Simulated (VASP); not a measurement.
Calculation: RPBE GGA, VASP's PBE PAW potentials (set 64) (plane waves; VASP 6.6.1).

Input for VASP

### KPOINTS
```
Automatic mesh
0
Gamma
4 4 4
0 0 0
```

POSCAR:
```
CsPbBr3
1
    6.0142308427     0.0000000000     0.0000000000
    0.0000000000     6.0142308427     0.0000000000
    0.0000000000     0.0000000000     6.0142308427
Cs Pb Br
1 1 3
Direct
  0.0000000000   0.0000000000   0.0000000000
  0.5000000000   0.5000000000   0.5000000000
  0.5000000000   0.0000000000   0.5000000000
  0.0000000000   0.5000000000   0.5000000000
  0.5000000000   0.5000000000   0.0000000000
```

### INCAR
```
# general
SYSTEM =CsPbBr3
PREC   =Accurate
ENCUT  =520
LREAL  =.FALSE.
LASPH  =.TRUE.

# electronic loop
EDIFF  =1E-7
NELM   =100
ALGO   =Normal
LMAXMIX=4

# smearing
ISMEAR =0
SIGMA  =0.05

# functional
GGA    =RP

# ions
ISIF   =2

# output
LWAVE  =.FALSE.
LCHARG =.FALSE.
```

POTCAR, in this order: Cs_sv Pb_d Br (PBE.64 set). Program: vasp_std.

Output

OUTCAR:
```
 ion  position               nearest neighbor table
   1  0.000  0.000  0.000-
   2  0.500  0.500  0.500-   3 3.01   4 3.01   5 3.01   5 3.01   3 3.01   4 3.01
   3  0.500  0.000  0.500-   2 3.01   2 3.01
   4  0.000  0.500  0.500-   2 3.01   2 3.01
   5  0.500  0.500  0.000-   2 3.01   2 3.01
  LATTYP: Found a simple cubic cell.
 ALAT       =     6.0142308427
 Subroutine PRICEL returns:
 Original cell was already a primitive cell.
 Subroutine GETGRP returns: Found 48 space group operations
The static configuration has the point symmetry O_h .
The dynamic configuration has the point symmetry O_h .
 Subroutine INISYM returns: Found 48 space group operations
 Subroutine IBZKPT returns following result:
 Found     10 irreducible k-points:

 Following reciprocal coordinates:
            Coordinates               Weight
  0.000000  0.000000  0.000000      1.000000
  0.250000  0.000000  0.000000      6.000000
  0.500000  0.000000  0.000000      3.000000
  0.250000  0.250000  0.000000     12.000000
  0.500000  0.250000  0.000000     12.000000
  0.500000  0.500000  0.000000      3.000000
  0.250000  0.250000  0.250000      8.000000
  0.500000  0.250000  0.250000     12.000000
  0.500000  0.500000  0.250000      6.000000
  0.500000  0.500000  0.500000      1.000000
   k-points           NKPTS =     10   k-points in BZ     NKDIM =     10   number of bands    NBANDS=     26
   number of dos      NEDOS =    301   number of ions     NIONS =      5
   total plane-waves  NPLWV = 110592
   dimension x,y,z NGX =    48 NGY =   48 NGZ =   48
   dimension x,y,z NGXF=    96 NGYF=   96 NGZF=   96
   ions per type =               1   1   3
   PREC   = accura    normal or accurate (medium, high low for compatibility)
   ISTART =      0    job   : 0-new  1-cont  2-samecut
   ICHARG =      2    charge: 1-file 2-atom 10-const
   ISPIN  =      1    spin polarized calculation?
   LNONCOLLINEAR =      F non collinear calculations
...
```

**OSZICAR**
```
       N       E                     dE             d eps       ncg     rms          rms(c)
DAV:   1     0.399602419165E+03    0.39960E+03   -0.18518E+04   520   0.147E+03
DAV:   2     0.296967547831E+02   -0.36991E+03   -0.36207E+03   664   0.324E+02
DAV:   3    -0.138206548006E+02   -0.43517E+02   -0.43118E+02   608   0.124E+02
DAV:   4    -0.154943513252E+02   -0.16737E+01   -0.16708E+01   652   0.332E+01
DAV:   5    -0.155393897955E+02   -0.45038E-01   -0.45012E-01   640   0.432E+00    0.396E+00
DAV:   6    -0.148916024356E+02    0.64779E+00   -0.11841E+00   752   0.103E+01    0.239E+00
DAV:   7    -0.148476920735E+02    0.43910E-01   -0.66292E-01   750   0.447E+00    0.115E+00
DAV:   8    -0.148717250536E+02   -0.24033E-01   -0.89083E-02   600   0.265E+00    0.223E-01
DAV:   9    -0.148714993782E+02    0.22568E-03   -0.12002E-02   716   0.901E-01    0.130E-01
DAV:  10    -0.148725739411E+02   -0.10746E-02   -0.23866E-03   640   0.297E-01    0.620E-02
DAV:  11    -0.148727093011E+02   -0.13536E-03   -0.48276E-04   604   0.209E-01    0.105E-02
DAV:  12    -0.148727168701E+02   -0.75689E-05   -0.97715E-05   774   0.792E-02    0.103E-02
DAV:  13    -0.148727168572E+02    0.12907E-07   -0.16263E-05   662   0.279E-02    0.348E-03
DAV:  14    -0.148727173772E+02   -0.52007E-06   -0.11226E-06   636   0.889E-03    0.115E-03
DAV:  15    -0.148727174120E+02   -0.34800E-07   -0.53051E-08   386   0.178E-03
   1 F= -.14872717E+02 E0= -.14872717E+02  d E =-.154825E-15
```

**OUTCAR**
```
------------------------ aborting loop because EDIFF is reached ----------------------------------------
  FORCE on cell =-STRESS in cart. coord.  units (eV):
  Direction    XX          YY          ZZ          XY          YZ          ZX
  --------------------------------------------------------------------------------------
  Total        1.5314120      1.5314120      1.5314120     -0.0000000      0.0000000     -0.0000000
  in kB       11.2787857     11.2787857     11.2787857     -0.0000000      0.0000000     -0.0000000
  external PRESSURE =      11.2787857 kB  Pullay stress =       0.0000000 kB
  volume of cell :      217.54
      direct lattice vectors                 reciprocal lattice vectors
     6.014230843  0.000000000  0.000000000     0.166272301  0.000000000  0.000000000
     0.000000000  6.014230843  0.000000000     0.000000000  0.166272301  0.000000000
     0.000000000  0.000000000  6.014230843     0.000000000  0.000000000  0.166272301
 POSITION                                       TOTAL-FORCE (eV/Angst)
 -----------------------------------------------------------------------------------
      0.00000      0.00000      0.00000         0.000000      0.000000      0.000000
      3.00712      3.00712      3.00712         0.000000      0.000000      0.000000
      3.00712      0.00000      3.00712         0.000000      0.000000      0.000000
      0.00000      3.00712      3.00712         0.000000      0.000000      0.000000
      3.00712      3.00712      0.00000         0.000000      0.000000      0.000000
 -----------------------------------------------------------------------------------
    total drift:                                0.000000     -0.000000     -0.000000
  FREE ENERGIE OF THE ION-ELECTRON SYSTEM (eV)
  ---------------------------------------------------
  free  energy   TOTEN  =       -14.8727174120 eV

  energy  without entropy=      -14.8727174120  energy(sigma->0) =      -14.87271741
```
(Selected blocks of OUTCAR.)

File OUTCAR:
```
 val. band max:        0.6508024991   @ k =   0.5000   0.5000   0.5000

 cond. band min:       2.5578241592   @ k =   0.5000   0.5000   0.5000


 Fermi energy:         0.9185582325

 k-point     1 :       0.0000    0.0000    0.0000
  band No.  band energies     occupation
      1     -20.6134      2.00000
      2     -16.0471      2.00000
      3     -16.0471      2.00000
      4     -15.9535      2.00000
      5     -15.9535      2.00000
      6     -15.9535      2.00000
      7     -13.5465      2.00000
      8     -12.9979      2.00000
      9     -12.9979      2.00000
     10      -7.4045      2.00000
     11      -7.4045      2.00000
     12      -7.4045      2.00000
     13      -6.1278      2.00000
     14      -3.0324      2.00000
     15      -3.0324      2.00000
     16      -3.0324      2.00000
     17      -1.0482      2.00000
     18      -1.0482      2.00000
     19      -1.0482      2.00000
     20      -0.9642      2.00000
     21      -0.9642      2.00000
     22      -0.9642      2.00000
     23       4.2589      0.00000
     24       5.3808      0.00000
     25       5.3808      0.00000
     26       6.0728      0.00000

 k-point     2 :       0.2500    0.0000    0.0000
  band No.  band energies     occupation
      1     -20.6131      2.00000
      2     -16.0471      2.00000
      3     -16.0278      2.00000
      4     -15.9538      2.00000
      5     -15.9538      2.00000
      6     -15.9534      2.00000
      7     -13.4906      2.00000
      8     -13.0884      2.00000
      9     -12.9973      2.00000
     10      -7.4019      2.00000
     11      -7.4009      2.00000
     12      -7.4009      2.00000
     13      -6.4735      2.00000
     14      -2.9898      2.00000
     15      -2.9898      2.00000
     16      -2.2073      2.00000
     17      -1.1056      2.00000
     18      -1.1056      2.00000
     19      -1.0983      2.00000
     20      -1.0091      2.00000
     21      -1.0091      2.00000
     22      -0.9596      2.00000
...
```

Unless said otherwise, spin-orbit coupling is left out, though it shifts the bands of the heavy elements here.

The compound is CsPbBr3 in the cubic perovskite structure, the ideal cubic form; the compound distorts at low or room temperature. This cell is one point of a volume scan, at 0.94 of the reference volume.
